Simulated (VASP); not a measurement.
# 1T-SnSSe, 2 layers, AB: relaxation and electronic structure

How does 1T-SnSSe, 2 layers, AB behave as a surface?

Program: VASP 6.6.1. Level of theory: r2SCAN; plane waves and PAW (Se, Sn, S). Results are calculated unless marked as measured.

Most raw output is cut from this account.

**1. The structure**

The cell holds 6 atoms: 2 Se, 2 Sn and 2 S. Cell: a = 3.785 Å, b = 3.785 Å, c = 24.146 Å, α = 90.0°, β = 90.0°, γ = 120.0°. Vacuum lies along c.

**2. Surface relaxation**

All atoms relax at the fixed cell.

INCAR

```
SYSTEM = SnSeS
PREC = Normal
ENCUT = 300
EDIFF = 1E-05
NELM = 120
ISMEAR = -1
SIGMA = 0.05
LREAL = .FALSE.
ALGO = Normal
METAGGA = R2SCAN
LASPH = .TRUE.
NBANDS = 22
LORBIT = 11
LWAVE = .FALSE.
LCHARG = .FALSE.
KPAR = 2
IBRION = 2
NSW = 40
ISIF = 2
EDIFFG = -0.03
POTIM = 0.4
MAXMIX = 40
IDIPOL = 3
LDIPOL = .TRUE.
DIPOL = 0.5 0.5 0.502
```

POSCAR

```
SnSeS
1.0
    3.7850000000      0.0000000000      0.0000000000
   -1.8925000000      3.2779061533      0.0000000000
    0.0000000000      0.0000000000     24.1457420390
Se Sn S
2 2 2
Direct
    0.6666666667      0.3333333333      0.3520289410
    0.0000000000      0.0000000000      0.5631581335
    0.0000000000      0.0000000000      0.3997990127
    0.3333333333      0.6666666667      0.6109282053
    0.3333333333      0.6666666667      0.4368418665
    0.6666666667      0.3333333333      0.6479710590
```

KPOINTS

```
Automatic mesh
0
Gamma
9 9 1
0 0 0
```

Potentials, in the order of the species: Se, Sn and S (PBE family, release 64).

Started as:

```console
> mpirun -np 2 vasp_std
```

It took 14 min on 2 MPI ranks of Intel Xeon Platinum 8259CL at 2.50GHz (Skylake/Cascade Lake), shared host; peak memory 0.39 GiB.

Step by step (22 of 40):

| step | energy less that of the first step (eV) | largest force (eV/Å) |
| --- | --- | --- |
| 1 | 0.0000 | 5.3923 |
| 3 | -4.6224 | 1.2162 |
| 5 | -4.7189 | 0.6914 |
| 7 | -4.8170 | 0.8404 |
| 8 | -5.0127 | 0.3493 |
| 10 | -5.1752 | 0.7291 |
| 12 | -5.2064 | 0.2533 |
| 14 | -5.2132 | 0.1071 |
| 16 | -5.2145 | 0.1293 |
| 18 | -5.2165 | 0.1093 |
| 20 | -5.2178 | 0.1182 |
| 21 | -5.2184 | 0.1095 |
| 23 | -5.2208 | 0.1147 |
| 25 | -5.2222 | 0.1198 |
| 27 | -5.2231 | 0.0341 |
| 29 | -5.2236 | 0.0575 |
| 31 | -5.2241 | 0.0350 |
| 33 | -5.2245 | 0.0552 |
| 34 | -5.2248 | 0.0467 |
| 36 | -5.2251 | 0.1109 |
| 38 | -5.2255 | 0.0442 |
| 40 | -5.2256 | 0.0494 |

The atoms that moved most (Å):

| atom | dx | dy | dz | length |
| --- | --- | --- | --- | --- |
| S6 | 0.000 | 0.000 | 1.159 | 1.159 |
| Se1 | 0.000 | 0.000 | -1.121 | 1.121 |
| Sn3 | 0.000 | 0.000 | -0.696 | 0.696 |
| Sn4 | 0.000 | 0.000 | 0.625 | 0.625 |
| Se2 | 0.000 | 0.000 | 0.193 | 0.193 |
| S5 | 0.000 | 0.000 | -0.161 | 0.161 |

The relaxed structure:

```
Se Sn S
1.0
     3.78500    0.00000    0.00000
    -1.89250    3.27791    0.00000
     0.00000    0.00000   24.14574
Se Sn S
2 2 2
Direct
  0.66667 0.33333 0.30561
  0.00000 0.00000 0.57116
  0.00000 0.00000 0.37097
  0.33333 0.66667 0.63681
  0.33333 0.66667 0.43019
  0.66667 0.33333 0.69598
```

The run used up its steps with a largest force of 0.05 eV/Å at its last finished step, so it is continued.

**3. Going on with the relaxation**

The relaxation goes on from where it stopped.

INCAR: that of step 2 with these lines changed.

```diff
@@ -16,3 +16,3 @@
 KPAR = 2
-IBRION = 2
+IBRION = 1
 NSW = 40
@@ -20,3 +20,3 @@
 EDIFFG = -0.03
-POTIM = 0.4
+POTIM = 0.3
 MAXMIX = 40
```

POSCAR

```
SnSeS
1.0
    3.7850000000      0.0000000000      0.0000000000
   -1.8925000000      3.2779061533      0.0000000000
    0.0000000000      0.0000000000     24.1457420390
Se Sn S
2 2 2
Direct
    0.6666666667      0.3333333333      0.3056137665
    0.0000000000      0.0000000000      0.5711628863
    0.0000000000      0.0000000000      0.3709736913
    0.3333333333      0.6666666667      0.6368105304
    0.3333333333      0.6666666667      0.4301897940
    0.6666666667      0.3333333333      0.6959765495
```

KPOINTS is that of step 2.

Started as:

```console
> mpirun -np 2 vasp_std
```

It took 67 s on 2 MPI ranks; peak memory 0.37 GiB.

The gap is read on the k-mesh alone, so it is an upper bound where the band edges lie off the mesh. The PAW data sets were made with PBE, which is usual practice but a small mismatch for other functionals. The data set Sn keeps the semicore shell frozen, which is cheaper and a little less accurate. The run keeps the 6 symmetry operations of its start, so it cannot find a distortion of lower symmetry.

Hardly anything moved in the relaxation; the energy changed by under 0.2 meV an atom.

Numbers from this step:

```yaml
electronic_cycles: 23
electrons: 32
free_energy_toten: -96.8098 eV
fermi_energy: -1.245 eV
labelled_metallic_from_the_levels_on_this_mesh: no
dipole_moment: 0, 0, 0.03819 e·Å
gap_on_the_k_mesh: 1.124 eV
least_direct_gap_on_the_k_mesh: 1.459 eV
```

The run ended after 2 ionic steps, 0.000 eV below its first step, once the forces on the free atoms met EDIFFG = -0.03.

Only the dipole across the slab is computed (IDIPOL = 3); zeros along the plane are no results.

VASP counts the dipole in electrons times Å, so a positive number points the physical dipole along −c.

**4. Potential and states of the slab**

A static run writes the electrostatic potential without exchange and correlation (LVHAR), which is flat in the vacuum and gives the level to count from. The dipole correction cancels the field that unlike faces would set up across the vacuum.

INCAR

```
SYSTEM = SnSeS
PREC = Normal
ENCUT = 300
EDIFF = 1E-06
NELM = 120
ISMEAR = -1
SIGMA = 0.05
LREAL = .FALSE.
ALGO = Normal
METAGGA = R2SCAN
LASPH = .TRUE.
NBANDS = 32
LORBIT = 11
LWAVE = .TRUE.
LCHARG = .TRUE.
IDIPOL = 3
LDIPOL = .TRUE.
DIPOL = 0.5 0.5 0.502
LVHAR = .TRUE.
LVACPOTAV = .TRUE.
LELF = .TRUE.
NEDOS = 1500
```

POSCAR

```
SnSeS
1.0
    3.7850000000      0.0000000000      0.0000000000
   -1.8925000000      3.2779061533      0.0000000000
    0.0000000000      0.0000000000     24.1457420390
Se Sn S
2 2 2
Direct
    0.6666666667      0.3333333333      0.3055909651
    0.0000000000      0.0000000000      0.5712217042
    0.0000000000      0.0000000000      0.3710013207
    0.3333333333      0.6666666667      0.6367644377
    0.3333333333      0.6666666667      0.4301823105
    0.6666666667      0.3333333333      0.6959664799
```

KPOINTS is that of step 3.

Started as:

```console
> mpirun -np 2 vasp_std
```

Elapsed: 79 s, on 2 MPI ranks; peak memory 0.33 GiB.

Numbers from this step:

| Property | Result |
| --- | --- |
| electronic cycles | 24 |
| dipole moment | 0, 0, 0.03798 e·Å |
| vacuum levels | 4.983, 4.429 eV |
| ionisation potentials of the upper and lower face | 6.801, 6.247 eV |
| electron affinities of the upper and lower face | 5.676, 5.123 eV |

The density of states has structure finer than the step of the table below, so its rows give means over 0.5 eV, whole bins alone (the curve runs from -12.0 to 9.04 eV). Peaks (eV: height): total -0.99: 8.70, -0.55: 8.76, 6.41: 8.96, 8.97: 6.98; Se s -11.90: 2.26; Se p -2.53: 1.01, -2.16: 0.989, -0.55: 2.79, 2.52: 0.868; Sn s -7.07: 1.97, -6.26: 0.947, 2.23: 1.10, 2.52: 1.25; Sn p -2.46: 1.22, 5.09: 1.73, 5.45: 1.71, 6.26: 2.65.

Means over bins of 0.073 eV. Density of states against energy, zero at the valence-band top; means over each step; 7 of 8 lines; values in states/eV/cell:

| energy (eV) | total | Se s | Se p | Sn s | Sn p | Sn d | S s |
| --- | --- | --- | --- | --- | --- | --- | --- |
| -11.5 | 0.441 | 0.166 | 7.9e-4 | 0.00499 | 0.0120 | 0.00872 | 0.138 |
| -11.0 | 0 | 0 | 0 | 0 | 0 | 0 | 0 |
| -10.5 | 0 | 0 | 0 | 0 | 0 | 0 | 0 |
| -10.0 | 0 | 0 | 0 | 0 | 0 | 0 | 0 |
| -9.5 | 0 | 0 | 0 | 0 | 0 | 0 | 0 |
| -9.0 | 0 | 0 | 0 | 0 | 0 | 0 | 0 |
| -8.5 | 0 | 0 | 0 | 0 | 0 | 0 | 0 |
| -8.0 | 0.00162 | 5.1e-6 | 9.3e-5 | 9.9e-4 | 0 | 0 | 5.1e-6 |
| -7.5 | 1.05 | 0.0198 | 0.0694 | 0.600 | 0.00150 | 0.00433 | 0.0181 |
| -7.0 | 2.62 | 0.0831 | 0.172 | 1.41 | 0.0108 | 0.0131 | 0.0788 |
| -6.5 | 1.53 | 0.0846 | 0.100 | 0.753 | 0.0126 | 0.00633 | 0.0855 |
| -6.0 | 1.35 | 0.106 | 0.0931 | 0.602 | 0.00799 | 0.00459 | 0.110 |
| -5.5 | 1.24 | 0.115 | 0.0987 | 0.472 | 0.00239 | 0.00653 | 0.122 |
| -5.0 | 0.306 | 0.0218 | 0.0333 | 0.0735 | 0.0252 | 0.00166 | 0.0234 |
| -4.5 | 2.21 | 0.0232 | 0.342 | 0.00196 | 0.553 | 0.0125 | 0.0252 |
| -4.0 | 3.16 | 0.0344 | 0.477 | 0.00355 | 0.747 | 0.0398 | 0.0287 |
| -3.5 | 2.88 | 0.0326 | 0.427 | 0.00699 | 0.646 | 0.0475 | 0.0274 |
| -3.0 | 3.90 | 0.0263 | 0.578 | 0.0159 | 0.883 | 0.0527 | 0.0241 |
| -2.5 | 4.84 | 0.0337 | 0.790 | 0.0128 | 0.989 | 0.0632 | 0.0395 |
| -2.0 | 3.70 | 0.0231 | 0.636 | 0.0132 | 0.652 | 0.0704 | 0.0272 |
| -1.5 | 2.96 | 0.00936 | 0.576 | 0.00996 | 0.300 | 0.0917 | 0.00746 |
| -1.0 | 7.20 | 0.0184 | 1.94 | 0.0174 | 0.255 | 0.348 | 0.0109 |
| -0.5 | 7.58 | 0.0128 | 2.49 | 0.00780 | 0.144 | 0.426 | 0.00884 |
| 0.0 | 1.49 | 4.8e-4 | 0.614 | 1.1e-4 | 0.0364 | 0.0928 | 4.8e-4 |
| 0.5 | 0.00451 | 0 | 0.00203 | 7.4e-5 | 1.4e-4 | 2.7e-4 | 0 |
| 1.0 | 0.271 | 0.00140 | 0.0351 | 0.0762 | 0.00206 | 0.00861 | 0.00198 |
| 1.5 | 1.27 | 0.00564 | 0.188 | 0.342 | 0.0246 | 0.0337 | 0.00893 |
| 2.0 | 2.53 | 0.00933 | 0.426 | 0.672 | 0.0524 | 0.0512 | 0.0179 |
| 2.5 | 3.55 | 0.0165 | 0.646 | 0.938 | 0.0810 | 0.0570 | 0.0434 |
| 3.0 | 0.390 | 0.00285 | 0.0719 | 0.105 | 0.00987 | 0.00664 | 0.00882 |
| 3.5 | 0.0562 | 0.00473 | 8.3e-4 | 3.4e-4 | 0.0215 | 5.5e-5 | 0.00230 |
| 4.0 | 0.312 | 0.0184 | 0.0169 | 0.00194 | 0.118 | 0.00114 | 0.0122 |
| 4.5 | 1.36 | 0.0563 | 0.0778 | 0.0108 | 0.451 | 0.00621 | 0.0587 |
| 5.0 | 3.64 | 0.115 | 0.235 | 0.0204 | 1.25 | 0.0202 | 0.116 |
| 5.5 | 3.73 | 0.0819 | 0.241 | 0.0121 | 1.34 | 0.0223 | 0.0724 |
| 6.0 | 6.00 | 0.0641 | 0.456 | 0.00769 | 2.01 | 0.114 | 0.0703 |
| 6.5 | 8.01 | 0.0707 | 0.588 | 0.00875 | 2.28 | 0.271 | 0.0490 |
| 7.0 | 5.09 | 0.0149 | 0.306 | 0.0133 | 0.921 | 0.372 | 0.0214 |
| 7.5 | 4.18 | 0.00782 | 0.166 | 0.0127 | 0.280 | 0.476 | 0.0106 |
| 8.0 | 3.03 | 0.00621 | 0.0883 | 0.00443 | 0.0844 | 0.363 | 0.00436 |
| 8.5 | 3.50 | 0.00782 | 0.0896 | 0.00653 | 0.0700 | 0.344 | 0.00861 |

Zero at the Fermi level. The planar average of the electrostatic potential by height:

| height (Å) | planar average of the electrostatic potential (eV) |
| --- | --- |
| 0.0 | 5.95 |
| 0.5 | 5.68 |
| 1.0 | 5.68 |
| 1.5 | 5.68 |
| 2.0 | 5.68 |
| 2.5 | 5.68 |
| 3.0 | 5.68 |
| 3.5 | 5.68 |
| 4.0 | 5.67 |
| 4.5 | 5.67 |
| 5.0 | 5.65 |
| 5.5 | 5.53 |
| 6.0 | 5.00 |
| 6.5 | 2.65 |
| 7.0 | -4.65 |
| 7.5 | -6.74 |
| 8.0 | -5.97 |
| 8.5 | -6.96 |
| 9.0 | -8.52 |
| 9.5 | -6.71 |
| 10.0 | -7.98 |
| 10.5 | -8.54 |
| 11.0 | 0.0327 |
| 11.5 | 4.79 |
| 12.0 | 5.58 |
| 12.5 | 5.08 |
| 13.0 | 1.85 |
| 13.5 | -5.12 |
| 14.0 | -6.52 |
| 14.5 | -5.36 |
| 15.0 | -7.15 |
| 15.5 | -8.15 |
| 16.0 | -6.12 |
| 16.5 | -8.20 |
| 17.0 | -7.39 |
| 17.5 | 1.72 |
| 18.0 | 5.33 |
| 18.5 | 6.05 |
| 19.0 | 6.19 |
| 19.5 | 6.22 |
| 20.0 | 6.23 |
| 20.5 | 6.23 |
| 21.0 | 6.23 |
| 21.5 | 6.23 |
| 22.0 | 6.23 |
| 22.5 | 6.23 |
| 23.0 | 6.23 |
| 23.5 | 6.23 |
| 24.0 | 6.09 |

Density of states in the PAW spheres, an atom over height of the layer and energy from the Fermi level.

Values in states/eV, 22 rows by 6 columns, each cell a mean:
```
0.03 0.07 0.03 0.00 0.01 0.01
0.00 0.00 0.00 0.00 0.00 0.00
0.00 0.00 0.00 0.18 0.04 0.04
0.47 0.10 0.22 1.07 0.23 0.59
1.08 0.25 0.74 1.42 0.35 1.01
1.37 0.37 1.02 0.67 0.27 0.79
0.57 0.23 0.63 0.22 0.16 0.34
0.22 0.21 0.33 0.26 0.30 0.43
0.28 0.32 0.41 0.50 0.56 0.62
0.49 0.58 0.64 0.36 0.52 0.52
0.37 0.56 0.52 0.30 0.46 0.41
0.21 0.34 0.30 0.25 0.36 0.29
0.28 0.42 0.34 0.22 0.32 0.24
0.24 0.36 0.27 0.31 0.47 0.31
0.25 0.39 0.26 0.10 0.15 0.09
0.05 0.08 0.05 0.01 0.03 0.01
0.03 0.06 0.03 0.11 0.23 0.11
0.14 0.31 0.14 0.10 0.27 0.11
0.09 0.27 0.09 0.11 0.36 0.11
0.10 0.35 0.11 0.08 0.37 0.09
0.11 0.51 0.12 0.15 0.76 0.16
0.15 0.88 0.16 0.08 0.54 0.09
```
Columns: height of the layer (Å) from 7.4 to 16.8 (not evenly spaced); rows upwards: energy from the Fermi level (eV) from -7.9 to 0.5.

Electrostatic potential energy in the ca plane at fractional y = 0.000, with atoms of Se and Sn within 0.2 Å of it. With pseudopotentials it is smooth inside the atoms' cores, unlike the true potential.

Ten even steps from '0' (-36 eV) to '9' (4 eV), each cell a mean:
```
99999999999999999999862000158999998501006899
99999999999999999999974211378999999730158899
99999999999999999999887545789999999987788888
99999999999999999998888888888999999999988667
99999999999999999988888999888899999999987556
99999999999999999998888888888899999999987667
99999999999999999998888767888999999998888778
99999999999999999999986323579999999863478889
99999999999999999999973100258999999600027899
99999999999999999999862000148999998403106899
```
Columns run along c (16.0 Å, from fractional 0.01 to 0.67 of the cell; values clipped at the 3rd and 97th percentile), rows up along a (3.8 Å). Atoms in or near the plane, at fractional coordinates: Se at (0.57, 0.00), Sn at (0.37, 0.00).

Valence density in the ca plane at fractional y = 0.000, with atoms of Se and Sn within 0.2 Å of it. It is the smooth field of the valence electrons, not physical close to the nuclei.

Ten even steps from '0' (-0.07 e/Å³) to '9' (0.83 e/Å³), each cell a mean:
```
00000000000000111221012211101137945963111110
00000000000001112332223221100124899853211111
00000000000001123333333322110112455532222221
00000000000011234332223333211011122222234432
00000000000011344432223443211001111222345553
00000000000011234432223443211001112222344543
00000000000011223332223332110111234332223332
00000000000001122333233321110113688642211111
00000000000000112232112211101126988963111111
00000000000000111221002211001138912873111100
```
Columns run along c (16.0 Å, from fractional 0.07 to 0.73 of the cell), rows up along a (3.8 Å). Atoms in or near the plane, at fractional coordinates: Se at (0.57, 0.00), Sn at (0.37, 0.00).

ELF in the ca plane at fractional y = 0.000, with atoms of Se and Sn within 0.2 Å of it. It is the smooth field of the valence electrons, not physical close to the nuclei.

Values, 6 rows by 16 columns, each cell a mean:
```
0.00 0.00 0.00 0.00 0.00 0.01 0.04 0.26 0.72 0.70 0.24 0.03 0.67 0.81 0.75 0.24
0.00 0.00 0.00 0.00 0.03 0.11 0.37 0.57 0.58 0.57 0.52 0.18 0.34 0.75 0.68 0.34
0.00 0.00 0.00 0.00 0.00 0.18 0.67 0.74 0.38 0.38 0.71 0.43 0.04 0.17 0.34 0.56
0.00 0.00 0.00 0.00 0.04 0.22 0.60 0.71 0.43 0.43 0.68 0.36 0.11 0.39 0.47 0.49
0.00 0.00 0.00 0.00 0.03 0.03 0.20 0.44 0.66 0.64 0.38 0.09 0.48 0.84 0.75 0.27
0.00 0.00 0.00 0.00 0.00 0.00 0.02 0.22 0.72 0.70 0.22 0.02 0.72 0.74 0.71 0.25
```
Columns run along c (16.0 Å, from fractional 0.01 to 0.67 of the cell), rows up along a (3.8 Å). Atoms in or near the plane, at fractional coordinates: Se at (0.57, 0.00), Sn at (0.37, 0.00).

The map of layer states is cut here 0.5 eV above the Fermi level, so it leaves out the states above that.

The vacuum level lies 6.80 eV above the highest filled level at the upper face; the two faces differ by 0.55 eV, the step that the slab's dipole of 0.038 e·Å makes.

VASP counts the dipole in electrons times Å, so a positive number points the physical dipole along −c.

The program found no field-free point at its default tolerance, but its printed level agrees with the flat part of the planar average.

**5. Tunnelling image, filled states within 1 eV**

A partial density over this window, at constant height above the top atom, is the Tersoff-Hamann picture of a tunnelling image.

INCAR

```
SYSTEM = SnSeS
PREC = Normal
ENCUT = 300
EDIFF = 1E-05
NELM = 120
ISMEAR = -1
SIGMA = 0.05
LREAL = .FALSE.
ALGO = Normal
METAGGA = R2SCAN
LASPH = .TRUE.
NBANDS = 32
LWAVE = .FALSE.
LCHARG = .FALSE.
ISTART = 1
LPARD = .TRUE.
NBMOD = -2
EINT = -2.818 -1.798
LSEPB = .FALSE.
LSEPK = .FALSE.
```

POSCAR is that of step 4.

KPOINTS is that of step 4.

The WAVECAR or CHGCAR of an earlier step is read.

Started as:

```console
> mpirun -np 2 vasp_std
```

Run time: 3 s. Hardware: 2 MPI ranks.

Local density of states in the window along a and b. Constant height, 2.5 Å above the top atom.

Ten even steps from '0' (1.27 × 1e-4 e/Å³) to '9' (9.91 × 1e-4 e/Å³), each cell a mean:
```
00000001111222222222211100000000
00000000111111111111111000000000
00000000001111111110000000000000
00000000000000000000000000000000
11100000000000000000000111111111
11110000000000000000111111222211
21111000000000000011112222222222
22111000000000001112223333443333
32211000000000011223344445554443
32211000000001112334455666665544
32211000000011223445667777766544
32211000000112334566788888776554
32111000001123345677899998876544
22110000011233456788999998876543
21100000112234567889999998765433
11000000112344567899999887654432
10000001122345667889988876543321
00000001122345667788877665433211
00000001123345566677666544322110
00000001122344555665554433211000
00000001122334444444433222110000
00000001112233333333322211000000
```
Columns: along a (fractional) from 0 to 0.969; rows upwards: along b (fractional) from 0 to 0.969.

Partial charge density in the ca plane at fractional y = 0.000, with atoms of Se and Sn within 0.2 Å of it. It is the smooth field of the valence electrons, not physical close to the nuclei.

Ten even steps from '0' (-0.15 Å⁻³) to '9' (0.28 Å⁻³), each cell a mean:
```
33333333333333333333333333333333346993598543
33333333333333333333444333333333345799986433
33333333333333333344444433344433334566665433
33333333333333333445554433444443333444444334
33333333333333333445554433444443333334443334
33333333333333333445554433444443333344443334
33333333333333333344444433344433334455554433
33333333333333333334444333333333334678875433
33333333333333333333333333333333345897897543
33333333333333333333333333333333346980298543
```
Columns run along c (16.0 Å, from fractional 0.01 to 0.67 of the cell), rows up along a (3.8 Å). Atoms in or near the plane, at fractional coordinates: Se at (0.57, 0.00), Sn at (0.37, 0.00).

Shared out to the nearest atoms, the partial charge density (by size) has 55 % on Se; its largest share on one atom is 31 % (Se2), and it takes 4 of the 6 atoms to pass 80 %.

Between its 5th and 95th percentile the partial density varies by a factor of 5.6, which sets the contrast of the image.

**6. Tunnelling image, empty states within 1 eV**

INCAR: that of step 5 with these lines changed.

```diff
@@ -17,3 +17,3 @@
 NBMOD = -2
-EINT = -2.818 -1.798
+EINT = -0.714 0.306
 LSEPB = .FALSE.
```

POSCAR is that of step 5.

KPOINTS is that of step 5.

The WAVECAR or CHGCAR of an earlier step is read.

Started as:

```console
> mpirun -np 2 vasp_std
```

Run time: 3.2 s. Hardware: 2 MPI ranks.

Local density of states in the window along a and b. Constant height, 2.5 Å above the top atom.

Values in units of 1e-5 e/Å³, 12 rows by 16 columns, each cell a mean:
```
9.0 8.6 8.0 7.3 6.5 5.7 4.9 4.6 4.7 5.2 6.0 6.8 7.6 8.3 8.8 9.1
8.4 7.7 7.0 6.1 5.3 4.6 4.2 4.2 4.5 5.1 6.0 6.8 7.5 8.2 8.7 8.8
7.5 6.8 5.9 5.0 4.3 3.8 3.7 3.9 4.3 5.0 5.9 6.9 7.6 8.0 8.2 8.0
6.4 5.7 4.8 4.1 3.7 3.4 3.5 3.8 4.4 5.2 6.0 6.6 7.0 7.2 7.2 6.9
5.3 4.8 4.2 3.8 3.5 3.5 3.7 4.1 4.6 5.2 5.6 6.0 6.1 6.1 6.0 5.8
4.7 4.5 4.2 4.0 3.9 4.0 4.2 4.5 4.7 4.9 5.0 5.1 5.1 5.0 5.0 4.9
5.0 5.0 4.9 4.8 4.8 5.0 5.0 4.9 4.7 4.5 4.2 4.0 4.1 4.4 4.6 4.8
5.9 6.1 5.9 6.0 6.0 6.0 5.6 5.2 4.6 4.1 3.6 3.7 3.9 4.5 5.0 5.6
7.0 7.1 7.0 7.1 7.0 6.6 6.0 5.3 4.5 3.9 3.6 4.0 4.6 5.3 6.1 6.7
8.1 8.0 8.1 7.9 7.6 6.9 6.2 5.3 4.6 4.2 4.3 4.8 5.7 6.5 7.3 7.8
8.8 8.8 8.7 8.3 7.7 6.9 6.0 5.2 4.7 4.6 5.0 5.8 6.6 7.5 8.2 8.6
9.2 9.1 8.7 8.1 7.3 6.5 5.6 5.0 4.7 5.0 5.6 6.6 7.4 8.1 8.7 9.1
```
Columns: along a (fractional) from 0 to 0.969; rows upwards: along b (fractional) from 0 to 0.969.

Partial charge density in the ca plane at fractional y = 0.000, with atoms of Se and Sn within 0.2 Å of it. It is the smooth field of the valence electrons, not physical close to the nuclei.

Values in units of 1e-2 Å⁻³, 6 rows by 16 columns, each cell a mean:
```
0.0 0.0 0.0 0.0 0.0 0.0 0.2 0.5 2.7 2.8 0.5 0.1 0.5 1.6 1.4 0.4
0.0 0.0 0.0 0.0 0.0 0.1 0.5 0.7 1.5 1.5 0.7 0.3 0.5 1.9 0.8 0.8
0.0 0.0 0.0 0.0 0.0 0.1 1.0 1.9 0.4 0.6 2.0 0.6 0.3 0.6 0.9 1.4
0.0 0.0 0.0 0.0 0.0 0.1 0.9 1.6 0.6 0.7 1.6 0.5 0.3 0.8 0.8 1.3
0.0 0.0 0.0 0.0 0.0 0.1 0.4 0.5 2.1 2.0 0.5 0.2 0.5 2.5 1.0 0.6
0.0 0.0 0.0 0.0 0.0 0.0 0.1 0.5 2.7 2.9 0.6 0.1 0.4 0.4 1.4 0.4
```
Columns run along c (16.0 Å, from fractional 0.01 to 0.67 of the cell), rows up along a (3.8 Å). Atoms in or near the plane, at fractional coordinates: Se at (0.57, 0.00), Sn at (0.37, 0.00).

Shared out to the nearest atoms, the partial charge density (by size) has 34 % on S; its largest share on one atom is 17 % (S5), and it takes 5 of the 6 atoms to pass 80 %.

Between its 5th and 95th percentile the partial density varies by a factor of 2.4, which sets the contrast of the image.

**7. Derived quantities**

This step: slab, r2SCAN; plane waves and PAW (VASP 6.6.1).

No new run; the numbers come from the runs before.

This step gave:

```yaml
ionisation_potential_at_the_upper_face: 6.801 eV
```

**8. Summary of results**

| Property | Result |
| --- | --- |
| ionisation potential of the slab | 6.80 eV |

What this shows: The ionisation potential is 6.80 eV at the upper face and 6.25 eV at the lower. The crystal is layered and no dispersion term is used, so the spacing and binding between its layers, and what hangs on them, are unreliable. The atom that ends on top (S) moved outwards by 1.16 Å, counted from the mean of all atoms. Semilocal band edges put the ionisation potential too low and the gap too small. The cell in the plane was kept as given and was not relaxed here. The slab has a gap, so the level below the vacuum is counted from the highest filled level.

[Lines on the potential files, build, host, timing and source positions are cut from VASP's logs without a mark.]

[Logs are printed without paths, hosts, clocks, repeated set-up lines and the standing remarks that a program may print on its own settings, such as how far it seeks lower states.]

[Hosts, paths, dates, database ids (printed as entryN), source tags and the programs' standing remarks are cut or masked in the printed files.]

[In band tables of VASP the shares of atoms and orbitals are scaled to a sum of 1 inside the atoms' spheres.]

[Runs that stopped without an error message from VASP are left out.]
